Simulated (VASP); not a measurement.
Here is the system:

```
CELL_PARAMETERS angstrom
      1.11625    -1.93340     0.00000
      1.11625     1.93340     0.00000
      0.00000     0.00000     3.52955
ATOMIC_POSITIONS crystal
  Be 0.33333 0.66667 0.25000
  Be 0.66667 0.33333 0.75000
```

The numbers are results of PBE GGA, VASP's PBE PAW potentials (set 64) (plane waves; VASP), not measurements. Numerical set-up: 500 eV cut-off, 19×19×10 Γ-centred mesh, first-order Methfessel-Paxton smearing of 0.10 eV, potentials Be.

Energy and stress use the plane-wave basis of the starting cell.

The ions, cell shape and volume at an external pressure of 10.0 GPa are relaxed. Predict the relaxed structure.

```
CELL_PARAMETERS angstrom
      1.10425    -1.91261     0.00000
      1.10425     1.91261     0.00000
      0.00000     0.00000     3.48702
ATOMIC_POSITIONS crystal
  Be 0.33333 0.66667 0.25000
  Be 0.66667 0.33333 0.75000
```
Space group P6_3/mmc (194), at a tolerance of 0.03 Å.

How do energy and volume change from the first to the last step?

The energy (σ→0) changes by +11.7 meV/atom and the volume by -3.3 %, in 3 ionic steps.

The compound is Be in the hcp structure. This run relaxes it under an external pressure of 10 GPa. Symmetry was kept, so distortions that lower it aren't found.
